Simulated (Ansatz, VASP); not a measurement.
# Cross-check of SnO2 (amorphous SnO2) between VASP and Ansatz

One calculation is typed for both programs; each brings its own data sets. How far apart do they land? Of the first pair: The structure shown is the start of the Ansatz relaxation below; VASP solves that cell, so the two are compared at the walk's first step.

Method: plane waves, with VASP 6.6.1 beside it; single point at PBE, in Ansatz 0.2.0.

## (1) Starting point

The cell holds 108 atoms: 36 Sn and 72 O. Cell: a = 11.019 Å, b = 11.538 Å, c = 11.747 Å, α = 89.0°, β = 89.8°, γ = 83.8°. As first built, before any earlier steps moved the atoms (in the runner's words): 108 atoms (36 Sn, 72 O) placed at random at 6.03 g/cm^3, melted at 5000 K for 10 ps at fixed volume with the Morse and Coulomb pair potential with partial charges (Pedone, Malavasi, Menziani, Cormack and Segre, J. Phys. Chem. B 110, 11780 (2006)). Quenched from 5000 K to 300 K at 50 K/ps and fixed volume, held 10 ps at zero pressure, then minimised at fixed cell.

## (2) Ansatz: relaxation, PBE

Ansatz runs on its PAW soft_1 files.

The two programs are compared at the cell with which this relaxation starts, whose forces are those of its first step.

Contents of input.yaml:

```yaml
crystal:
  lattice:
    - [11.00271, 0.60767, 0.01912]
    - [0.61285, 11.52138, 0.10158]
    - [0.02014, 0.10177, 11.74608]
  atoms:
    - { symbol: Sn, position: [0.8408, 0.48253, 0.226] }
    - { symbol: Sn, position: [0.98931, 0.15695, 0.50481] }
    - { symbol: Sn, position: [0.57578, 0.05497, 0.74344] }
    - { symbol: Sn, position: [0.7536, 0.66409, 0.0274] }
    - { symbol: Sn, position: [0.95806, 0.82493, 0.87104] }
    - { symbol: Sn, position: [0.63723, 0.77176, 0.26643] }
    - { symbol: Sn, position: [0.1703, 0.54465, 0.64712] }
    - { symbol: Sn, position: [0.4016, 0.64621, 0.01578] }
    - { symbol: Sn, position: [0.84766, 0.61447, 0.73154] }
    - { symbol: Sn, position: [0.0091, 0.64818, 0.43197] }
    - { symbol: Sn, position: [0.74557, 0.31609, 0.60248] }
    - { symbol: Sn, position: [0.46955, 0.44084, 0.79607] }
    - { symbol: Sn, position: [0.92166, 0.87169, 0.14189] }
    - { symbol: Sn, position: [0.25781, 0.23295, 0.71847] }
    - { symbol: Sn, position: [0.97684, 0.33237, 0.80247] }
    - { symbol: Sn, position: [0.32794, 0.38384, 0.18443] }
    - { symbol: Sn, position: [0.39193, 0.91485, 0.07168] }
    - { symbol: Sn, position: [0.79735, 0.12302, 0.96951] }
    - { symbol: Sn, position: [0.13525, 0.08467, 0.24879] }
    - { symbol: Sn, position: [0.43171, 0.21271, 0.94929] }
    - { symbol: Sn, position: [0.52422, 0.09591, 0.22388] }
    - { symbol: Sn, position: [0.68025, 0.60813, 0.48493] }
    - { symbol: Sn, position: [0.3343, 0.07155, 0.50549] }
    - { symbol: Sn, position: [0.07922, 0.59033, 0.01546] }
    - { symbol: Sn, position: [0.13394, 0.38911, 0.37642] }
    - { symbol: Sn, position: [0.11429, 0.04055, 0.91402] }
    - { symbol: Sn, position: [0.09034, 0.30778, 0.07534] }
    - { symbol: Sn, position: [0.86984, 0.86932, 0.55323] }
    - { symbol: Sn, position: [0.21102, 0.80367, 0.26857] }
    - { symbol: Sn, position: [0.39669, 0.72736, 0.51663] }
[... 72 atom lines left out ...]
    - { symbol: O, position: [0.45609, 0.1044, 0.38021] }
    - { symbol: O, position: [0.0482, 0.42346, 0.94844] }
    - { symbol: O, position: [0.57276, 0.76025, 0.42792] }
    - { symbol: O, position: [0.41, 0.12276, 0.80366] }
    - { symbol: O, position: [0.81594, 0.82657, 0.99947] }
    - { symbol: O, position: [0.87576, 0.80171, 0.71639] }
kpoints:
  mp_grid: { grid: [1, 1, 1] }
hamiltonian:
  xc: pbe
  pseudopotentials: { kind: paw, azcp: { folder: soft_1 } }
scf:
  occupations: { method: fixed }
output:
  forces: true
  eigenvalues: true
  stress: true
relax:
  f_tol: 0.05
  max_steps: 70
```

Command:

```sh
$ ansatz run input.yaml --threads 4 --pin off --max-ram 8192MiB --backend cpu --events-out ev --progress --plain --runs-dir out
```

Numbers of over 12 decimals in the logs are rounded to 6 here.

Log:

```text
Warning: output.stress: scf.convergence.dr2_threshold = 1e-7 eV (the SCF's general default) is looser than the 1.08e-8 eV advised for a printed stress (1e-10 eV for each atom of the cell: 108). What an SCF threshold leaves in a stress goes as its square root, and in the free energy as the threshold itself, and one threshold admits the most on a small cell: [figures from the program's tests cut] Every solve of this ru [...]
Engine: ansatz 0.2.0, x86_64-unknown-linux-gnu
Pseudopotentials: kind: paw
Pseudopotential: Sn, paw, valence charge 14, recommended cutoff 420 eV (normal), soft_1/Sn.paw.azcp
Pseudopotential: O, paw, valence charge 6, recommended cutoff 420 eV (normal), soft_1/O.paw.azcp
Functional definition: PBE
  parameter kappa = 0.804
  parameter beta = 0.066725
  exchange = pbe_x(kappa = kappa, mu = beta*pi^2/3)
  correlation = pbe_c(beta = beta)
Crystal: 108 atoms, lattice volume = 1484.518 Å³
Basis set: ecut = 420 eV, 29033 PW (Γ), exchange–correlation on 150×160×160 points (8 copies of the dense FFT grid, shifted against one another)
Bands: 576, of which v1, the nominal top of the filled ones, is band 468 counted from 1 (467 counted from 0)
Symmetry: 1 space group operations
Space group: P1 (ITA 1), of the structure as read, at distance tolerance 1.1e-4 Å
k-points: 1
Non-local potential: Sn, projectors of the file, l = 0: 2, l = 1: 2, l = 2: 2, l = 3: 1
Non-local potential: O, projectors of the file, l = 0: 2, l = 1: 2, l = 2: 1
PAW form: soft (Blöchl's): semilocal exchange-correlation on the pseudo side does not see the compensation charge
PAW one-centre angular grid: Sn, 590 points (default); XC on 64 Gauss nodes
PAW one-centre angular grid: O, 110 points (default); XC on 64 Gauss nodes
Initial density: superposition of atomic densities (chi_scale 0.1, normalization cell, long waves kept (reshape's long-wave potential 0.17 eV rms))
Initial wavefunctions: pseudopotential atomic-orbital guess
Functional: x = pbe(κ = 0.804, μ = 0.219515), c = pbe(β = 0.066725)
SCF iter   1: F=—  HF=-257716.304444 eV  |F-HF|=—  |Δ(HF+E_count)|=         —  Δρ=7.12e-2  dr2=6.32e1  ethr=3.10e-3  ⟨swp⟩=4.0  Hψ=2181  notcnv=0  defer=102
preconditioner: auto → Resta (q_TF=auto, 2.526 Å⁻¹)  ε∞=3.4  [insulator: Δε(μ)=0.951 eV  Ē_g=19.011 eV  n_scr=414 (ndim 8)  ℏωp=29.5 eV  f_vac=0.047  ε∞_Penn≈3.4]
SCF iter   2: F=—  HF=-257703.077629 eV  |F-HF|=—  |Δ(HF+E_count)|=    1.32e1  Δρ=3.52e-2  dr2=1.02e1  ethr=3.10e-3  ⟨swp⟩=2.0  Hψ=900  notcnv=0  defer=101
SCF iter   3: F=—  HF=-257701.965725 eV  |F-HF|=—  |Δ(HF+E_count)|=    1.11e0  Δρ=1.33e-2  dr2=2.67e0  ethr=1.09e-3  ⟨swp⟩=3.0  Hψ=948  notcnv=0  defer=103
SCF iter   4: F=—  HF=-257701.862690 eV  |F-HF|=—  |Δ(HF+E_count)|=   1.03e-1  Δρ=5.76e-3  dr2=4.63e-1  ethr=2.85e-4  ⟨swp⟩=2.0  Hψ=887  notcnv=0  defer=106
SCF iter   5: F=—  HF=-257701.868610 eV  |F-HF|=—  |Δ(HF+E_count)|=   5.92e-3  Δρ=2.34e-3  dr2=7.32e-2  ethr=4.94e-5  ⟨swp⟩=2.0  Hψ=731  notcnv=0  defer=106
SCF iter   6: F=—  HF=-257701.898205 eV  |F-HF|=—  |Δ(HF+E_count)|=   2.96e-2  Δρ=8.85e-4  dr2=1.14e-2  ethr=7.82e-6  ⟨swp⟩=2.0  Hψ=882  notcnv=0  defer=106
SCF iter   7: F=—  HF=-257701.909392 eV  |F-HF|=—  |Δ(HF+E_count)|=   1.12e-2  Δρ=7.39e-4  dr2=7.70e-3  ethr=1.22e-6  ⟨swp⟩=2.0  Hψ=740  notcnv=0  defer=106
SCF iter   8: F=—  HF=-257701.910038 eV  |F-HF|=—  |Δ(HF+E_count)|=   6.46e-4  Δρ=1.34e-4  dr2=2.62e-4  ethr=8.22e-7  ⟨swp⟩=2.0  Hψ=725  notcnv=0  defer=106
SCF iter   9: F=—  HF=-257701.910446 eV  |F-HF|=—  |Δ(HF+E_count)|=   4.08e-4  Δρ=1.17e-4  dr2=1.91e-4  ethr=2.80e-8  ⟨swp⟩=2.0  Hψ=763  notcnv=0  defer=106
SCF iter  10: F=-257701.910491 eV  HF=-257701.910479 eV  |F-HF|=1.21e-5  |Δ(HF+E_count)|=   3.30e-5  Δρ=2.88e-5  dr2=1.19e-5  ethr=6.68e-9  ⟨swp⟩=11.0  Hψ=3162  notcnv=0
SCF 1 converged in 10 iterations: F = -257701.910491 eV  dr2 = 1.19e-5
  greatest PAW one-centre occupation: 0.996 electrons in one spin orbital (limit 2), on the Sn atom at site 22 (counted from 0), in its partial waves of l = 2
[...]
- { symbol: Sn, position: [0.990871, 0.156394, 0.505807] }
    - { symbol: Sn, position: [0.574651, 0.054356, 0.743003] }
    - { symbol: Sn, position: [0.753710, 0.666476, 0.027357] }
    - { symbol: Sn, position: [0.959114, 0.825742, 0.870802] }
    - { symbol: Sn, position: [0.641489, 0.773514, 0.269326] }
    - { symbol: Sn, position: [0.168469, 0.544871, 0.646928] }
    - { symbol: Sn, position: [0.397417, 0.646101, 0.012638] }
    - { symbol: Sn, position: [0.847756, 0.615968, 0.732341] }
    - { symbol: Sn, position: [0.00816069, 0.648399, 0.427685] }
    - { symbol: Sn, position: [0.745228, 0.314473, 0.602824] }
    - { symbol: Sn, position: [0.468809, 0.440972, 0.795567] }
    - { symbol: Sn, position: [0.923038, 0.869986, 0.142988] }
    - { symbol: Sn, position: [0.258348, 0.233186, 0.718939] }
    - { symbol: Sn, position: [0.976673, 0.332309, 0.802826] }
    - { symbol: Sn, position: [0.328750, 0.385337, 0.183659] }
    - { symbol: Sn, position: [0.393615, 0.914033, 0.074469] }
    - { symbol: Sn, position: [0.796832, 0.123992, 0.968176] }
    - { symbol: Sn, position: [0.135458, 0.084821, 0.248475] }
    - { symbol: Sn, position: [0.436459, 0.212582, 0.948661] }
    - { symbol: Sn, position: [0.524327, 0.097192, 0.224286] }
    - { symbol: Sn, position: [0.680688, 0.607035, 0.486022] }
    - { symbol: Sn, position: [0.334037, 0.071511, 0.505800] }
    - { symbol: Sn, position: [0.078273, 0.589621, 0.015130] }
    - { symbol: Sn, position: [0.134669, 0.386571, 0.378035] }
[...]
- { symbol: Sn, position: [0.210555, 0.802500, 0.267968] }
    - { symbol: Sn, position: [0.396232, 0.726317, 0.517208] }
    - { symbol: Sn, position: [0.442194, 0.393766, 0.516258] }
    - { symbol: Sn, position: [0.564602, 0.746969, 0.786186] }
    - { symbol: Sn, position: [0.637837, 0.111967, 0.480709] }
    - { symbol: Sn, position: [0.816920, 0.197684, 0.238168] }
    - { symbol: Sn, position: [0.152944, 0.886314, 0.621579] }
    - { symbol: Sn, position: [0.610501, 0.382726, 0.109263] }
    - { symbol: O, position: [0.489047, 0.277892, 0.189118] }
    - { symbol: O, position: [0.968734, 0.135779, 0.322247] }
    - { symbol: O, position: [0.446802, 0.503676, 0.123521] }
    - { symbol: O, position: [0.718857, 0.662619, 0.864279] }
    - { symbol: O, position: [0.538756, 0.352597, 0.948269] }
    - { symbol: O, position: [0.115149, 0.890448, 0.794103] }
    - { symbol: O, position: [0.293887, 0.896201, 0.508795] }
    - { symbol: O, position: [0.782222, 0.459021, 0.521721] }
    - { symbol: O, position: [0.991636, 0.597545, 0.622134] }
    - { symbol: O, position: [0.072603, 0.300769, 0.505338] }
    - { symbol: O, position: [0.073730, 0.699360, 0.274673] }
    - { symbol: O, position: [0.279299, 0.981172, 0.953967] }
    - { symbol: O, position: [0.835449, 0.710325, 0.477770] }
    - { symbol: O, position: [0.914364, 0.605666, 0.111340] }
    - { symbol: O, position: [0.979865, 0.646486, 0.865244] }
    - { symbol: O, position: [0.914185, 0.241880, 0.667272] }
    - { symbol: O, position: [0.323637, 0.397830, 0.358888] }
    - { symbol: O, position: [0.574984, 0.380862, 0.671224] }
    - { symbol: O, position: [0.160324, 0.533368, 0.472960] }
    - { symbol: O, position: [0.129622, 0.386379, 0.715105] }
    - { symbol: O, position: [0.129027, 0.196122, 0.838660] }
    - { symbol: O, position: [0.155484, 0.470799, 0.149181] }
    - { symbol: O, position: [0.808908, 0.821626, 0.258090] }
    - { symbol: O, position: [0.319281, 0.762745, 0.127607] }
[...]
- { symbol: O, position: [0.903069, 0.246246, 0.932492] }
    - { symbol: O, position: [0.487827, 0.593356, 0.861283] }
    - { symbol: O, position: [0.455150, 0.106248, 0.380297] }
    - { symbol: O, position: [0.046883, 0.422888, 0.948985] }
    - { symbol: O, position: [0.571313, 0.759350, 0.428608] }
    - { symbol: O, position: [0.407992, 0.120022, 0.805581] }
    - { symbol: O, position: [0.817087, 0.827984, 0.999794] }
    - { symbol: O, position: [0.874760, 0.803766, 0.716920] }
```

## (3) VASP: single point, PBE, start cell, pair 1

The same cell, functional and mesh now go to VASP, with its own data sets.

Lines of VASP's logs that name or quote its potential files are left out, and so is its time.

Contents of INCAR:

```
SYSTEM = SnO2
PREC = Accurate
ENCUT = 520
EDIFF = 1E-06
NELM = 120
ISMEAR = 0
SIGMA = 0.01
LREAL = Auto
ALGO = Normal
GGA = PE
NBANDS = 544
LORBIT = 11
LWAVE = .FALSE.
LCHARG = .FALSE.
ISIF = 2
LASPH = .TRUE.
GGA_COMPAT = .FALSE.
EFERMI = MIDGAP
NCORE = 2
```

Contents of POSCAR:

```
SnO2
1.0
   11.0027100000      0.6076700000      0.0191200000
    0.6128500000     11.5213800000      0.1015800000
    0.0201400000      0.1017700000     11.7460800000
Sn O
36 72
Direct
    0.8407957558      0.4825267171      0.2259995608
    0.9893060652      0.1569476784      0.5048102621
    0.5757797289      0.0549722370      0.7434401104
    0.7536014890      0.6640932399      0.0273991449
    0.9580636980      0.8249331129      0.8710382627
    0.6372302762      0.7717616803      0.2664310651
    0.1703013480      0.5446531252      0.6471195474
    0.4015966099      0.6462121405      0.0157822221
    0.8476628284      0.6144707919      0.7315440337
    0.0091035868      0.6481780983      0.4319725396
    0.7455661850      0.3160930177      0.6024764045
    0.4695479547      0.4408372437      0.7960734131
    0.9216571033      0.8716921632      0.1418883088
    0.2578061057      0.2329512835      0.7184701242
    0.9768362994      0.3323680541      0.8024686485
    0.3279419431      0.3838385673      0.1844308423
    0.3919298217      0.9148505636      0.0716814275
    0.7973470754      0.1230242325      0.9695113538
    0.1352485409      0.0846681654      0.2487905289
    0.4317136342      0.2127133482      0.9492901643
    0.5242172132      0.0959142456      0.2238818395
    0.6802544122      0.6081284129      0.4849294276
    0.3342969286      0.0715464590      0.5054912408
    0.0792174233      0.5903275791      0.0154621701
    0.1339444715      0.3891112090      0.3764160524
    0.1142935357      0.0405530463      0.9140236853
    0.0903377837      0.3077788809      0.0753365006
    0.8698400258      0.8693161991      0.5532282701
    0.2110175092      0.8036657725      0.2685686609
    0.3966871610      0.7273580148      0.5166259990
[... 72 atom lines left out ...]
    0.4560930877      0.1044017266      0.3802097698
    0.0481952583      0.4234640602      0.9484409290
    0.5727555989      0.7602478034      0.4279234384
    0.4099972251      0.1227603112      0.8036630825
    0.8159358283      0.8265732381      0.9994684182
    0.8757608937      0.8017111658      0.7163936932
```

Contents of KPOINTS:

```
Automatic mesh
0
Gamma
1 1 1
0 0 0
```

The projector-augmented-wave data sets are Sn_d and O (PBE family, release 64).

Command:

```sh
$ mpirun -np 8 vasp_gam
```

Log:

```text
[banner, memory and clock lines left out]
running    8 mpi-ranks, on    1 nodes
[...]
LDA part: xc-table for (Slater+PW92), standard interpolation
 POSCAR, INCAR and KPOINTS ok, starting setup
[...]
entering main loop
       N       E                     dE             d eps       ncg     rms          rms(c)
DAV:   1     0.268919476686E+05    0.26892E+05   -0.36628E+05  1096   0.302E+03
DAV:   2     0.616668638782E+04   -0.20725E+05   -0.20005E+05  1088   0.949E+02
DAV:   3     0.221562215935E+03   -0.59451E+04   -0.55699E+04  1136   0.382E+02
DAV:   4    -0.707560201597E+03   -0.92912E+03   -0.90168E+03  1256   0.158E+02
[...]
DAV:  16    -0.646720803727E+03   -0.45283E-05   -0.62854E-05  1544   0.393E-02    0.978E-03
DAV:  17    -0.646720806122E+03   -0.23946E-05   -0.32313E-05  1264   0.132E-02    0.508E-03
DAV:  18    -0.646720806184E+03   -0.62311E-07   -0.51813E-06   936   0.596E-03
   1 F= -.64672081E+03 E0= -.64672081E+03  d E =0.000000E+00
```

OUTCAR, selected parts (step 3):

```text
  Total        5.7918669      5.7389047      5.7239092    -16.4414601      0.2600208      0.6525554
  in kB        6.2509155      6.1937556      6.1775716    -17.7445683      0.2806294      0.7042753
  external PRESSURE =       6.2074142 kB  Pullay stress =       0.0000000 kB

 POSITION                                       TOTAL-FORCE (eV/Angst)
 -----------------------------------------------------------------------------------
      9.55130      6.09330      2.71970        -0.064115     -0.092148     -0.063498
     10.99140      2.46080      5.96440         0.295754      0.180137      0.078137
      6.38380      1.05890      8.74910         0.174059      0.179443     -0.198623
      8.69920      8.11200      0.40370         0.102263      0.114151     -0.084415
     11.06440     10.17520     10.33340        -0.011726      0.085476     -0.095909
[...]
6.56920      4.80600      7.93830         0.143344     -0.034298     -0.111810
      2.11640      6.30590      5.61460         0.115143     -0.110407      0.017029
      1.68320      4.59940      8.43490        -0.070478      0.074220     -0.015037
      1.54380      2.41530      9.85510         0.015086      0.002690      0.007745
      2.00120      5.52370      1.81380        -0.101211      0.091238      0.010593
      9.37560      9.94470      3.08200        -0.072679     -0.028567     -0.015670
      3.96700      9.00180      1.57570         0.051128      0.121999     -0.036551
      2.48930      1.05910      7.60660        -0.022890      0.085265      0.037910
[...]
-----------------------------------------------------------------------------------
    total drift:                               -0.014573     -0.021538      0.012585

  FREE ENERGIE OF THE ION-ELECTRON SYSTEM (eV)
  ---------------------------------------------------
  free  energy   TOTEN  =      -646.7208061840 eV

  energy  without entropy=     -646.7208061840  energy(sigma->0) =     -646.72080618

[... 3 further parts left out ...]
[key lines of the parts left out:]
E-fermi :   4.8699
```

The run ends at a pressure of 0.62 GPa, with forces up to 0.42 eV/Å.

## (4) Differences

Known differences besides the potentials themselves: fixed occupations in Ansatz, narrow Gaussian smearing in VASP; the cutoff is 420 eV in Ansatz and 520 eV in VASP (PREC = Accurate, projectors in real space). Total energies have different zeros and are not compared.

Forces on 10 of the 108 atoms, those with the largest forces and the largest differences (eV/Å; atoms numbered as in POSCAR):

```tsv
atom	Ansatz x, y, z	VASP x, y, z
Sn2	0.277, 0.199, 0.068	0.296, 0.180, 0.078
Sn10	-0.013, 0.195, -0.266	-0.020, 0.183, -0.255
Sn12	-0.246, -0.075, 0.330	-0.233, -0.066, 0.343
Sn18	0.133, 0.265, -0.209	0.119, 0.260, -0.222
Sn28	0.265, -0.113, 0.177	0.239, -0.094, 0.182
O44	0.081, -0.310, 0.077	0.126, -0.309, 0.066
O47	0.110, 0.086, 0.000	0.074, 0.067, -0.058
O61	0.021, 0.117, 0.013	-0.023, 0.085, 0.038
O87	-0.062, -0.367, 0.047	-0.015, -0.367, 0.066
O99	-0.041, 0.076, 0.101	-0.125, 0.059, 0.083
```

The forces differ by 20 meV/Å r.m.s., which is 20.2 % of the r.m.s. force of 0.100 eV/Å (both taken over all components).

## (5) Ansatz: relaxation, PBE

This run makes the geometry at which the two programs are then compared.

The structure compared here is the end of the Ansatz relaxation.

input.yaml is that of step 2.

Command:

```sh
$ ansatz run input.yaml --threads 4 --pin off --max-ram 8192MiB --backend cpu --events-out ev --progress --plain --runs-dir out
```

Log:

```text
[...]
Crystal: 108 atoms, lattice volume = 1484.518 Å³
Basis set: ecut = 420 eV, 29033 PW (Γ), exchange–correlation on 150×160×160 points (8 copies of the dense FFT grid, shifted against one another)
Bands: 576, of which v1, the nominal top of the filled ones, is band 468 counted from 1 (467 counted from 0)
Symmetry: 1 space group operations
[...]
k-points: 1
[...]
- { symbol: O, position: [0.968734, 0.135779, 0.322247] }
    - { symbol: O, position: [0.446802, 0.503676, 0.123521] }
    - { symbol: O, position: [0.718857, 0.662619, 0.864279] }
    - { symbol: O, position: [0.538756, 0.352597, 0.948269] }
    - { symbol: O, position: [0.115149, 0.890448, 0.794103] }
    - { symbol: O, position: [0.293887, 0.896201, 0.508795] }
    - { symbol: O, position: [0.782222, 0.459021, 0.521721] }
[...]
- { symbol: O, position: [0.571313, 0.759350, 0.428608] }
    - { symbol: O, position: [0.407992, 0.120022, 0.805581] }
    - { symbol: O, position: [0.817087, 0.827984, 0.999794] }
    - { symbol: O, position: [0.874760, 0.803766, 0.716920] }
```

[end of part 1 of 2]

[Lines on the potential files, build, host, timing and source positions are cut from VASP's logs without a mark.]

[Logs are printed without paths, hosts, clocks, repeated set-up lines and the standing remarks that a program may print on its own settings, such as how far it seeks lower states.]

[Hosts, paths, dates, database ids (printed as entryN), source tags and the programs' standing remarks are cut or masked in the printed files.]
